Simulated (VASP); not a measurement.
A convergence study with VASP on CdS (zinc blende): one setting is varied, all else stays as given below, so the limit is that of these other settings. The cell's lengths are 1 % over those of the tabulated start and one atom is moved, so it is off equilibrium.

```
CELL_PARAMETERS angstrom
      0.00000     2.93910     2.93910
      2.93910     0.00000     2.93910
      2.93910     2.93910     0.00000
ATOMIC_POSITIONS crystal
  Cd 0.00000 0.00000 0.00000
  S  0.23969 0.26031 0.26031
```

Method: PBEsol GGA, VASP's PBE PAW potentials (set 64) (plane waves; VASP). The tightest run used: 1000 eV cut-off, 9×9×9 Γ-centred mesh, Gaussian smearing of 0.050 eV, potentials Cd S.

Gaps are read on the run's mesh, which can miss a band edge.

Q: The settings run are ENCUT = 150; ENCUT = 200; ENCUT = 250; ENCUT = 300; ENCUT = 350; ENCUT = 400; ENCUT = 450; ENCUT = 500; ENCUT = 550; ENCUT = 600; ENCUT = 650; ENCUT = 700; ENCUT = 750; ENCUT = 800; ENCUT = 850; ENCUT = 1000. From which on does the energy per atom stay within 0.005 eV/atom of the tightest run?

A: From ENCUT = 300 on: it is off by 0.0022 there and by no more than 0.005 in any finer run, while ENCUT = 250 is off by 0.0163.
```csv
setting,E (eV/atom),pressure (GPa),gap on the mesh (eV),plane waves,difference judged (eV/atom)
ENCUT = 150,0.8144,-267.40,0.200,220,4.2154
ENCUT = 200,-3.0501,-52.44,0.941,335,0.3509
ENCUT = 250,-3.3846,-7.00,0.936,469,0.0163
ENCUT = 300,-3.3988,-1.29,0.940,612,0.0022
ENCUT = 350,-3.3995,-1.53,0.943,769,0.0015
ENCUT = 400,-3.3999,-1.54,0.945,944,0.0011
ENCUT = 450,-3.4004,-1.28,0.946,1118,0.0006
ENCUT = 500,-3.4006,-1.16,0.947,1311,0.0004
ENCUT = 550,-3.4007,-1.17,0.947,1499,0.0003
ENCUT = 600,-3.4007,-1.19,0.947,1719,0.0002
ENCUT = 650,-3.4008,-1.17,0.947,1932,0.0002
ENCUT = 700,-3.4009,-1.15,0.947,2165,0.0001
ENCUT = 750,-3.4009,-1.14,0.947,2421,0.0000
ENCUT = 800,-3.4010,-1.14,0.947,2652,0.0000
ENCUT = 850,-3.4010,-1.14,0.947,2872,0.0000
ENCUT = 1000,-3.4010,-1.14,0.948,3695,0.0000
```

Left out are rungs that failed or repeat a setting and relaxations that didn't move; long series are thinned to 24 rows.

The compound is CdS in the zinc blende structure, a metastable form; wurtzite is the usual one. The cell was not relaxed at this level, it is distorted from the ideal structure.
